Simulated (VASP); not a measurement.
Energy against volume of W (bcc). Method: vdW-DF-cx, VASP's PBE PAW potentials (set 64) (plane waves; VASP). Settings: 520 eV cut-off, 16×16×16 Γ-centred mesh, first-order Methfessel-Paxton smearing of 0.10 eV, potentials W_sv.

```json
[
 {"V (Å³/atom)": "14.854", "E (eV/atom)": "-10.32546"},
 {"V (Å³/atom)": "15.328", "E (eV/atom)": "-10.37268"},
 {"V (Å³/atom)": "15.802", "E (eV/atom)": "-10.38630"},
 {"V (Å³/atom)": "16.276", "E (eV/atom)": "-10.37111"}
]
```

Problem. Fit these four points and predict the energy of the run at 16.751 Å³/atom.

Solution. A cubic in V^(−2/3), the third-order Birch-Murnaghan form, passes through the four points with V0 = 15.78 Å³/atom and B0 = 326 GPa, and gives -10.3311 eV/atom there. The run gave -10.3317 eV/atom, -0.5 meV/atom from the fit; all five points give B0 = 324 GPa.

The compound is W in the bcc structure. The cell was not relaxed at this level.
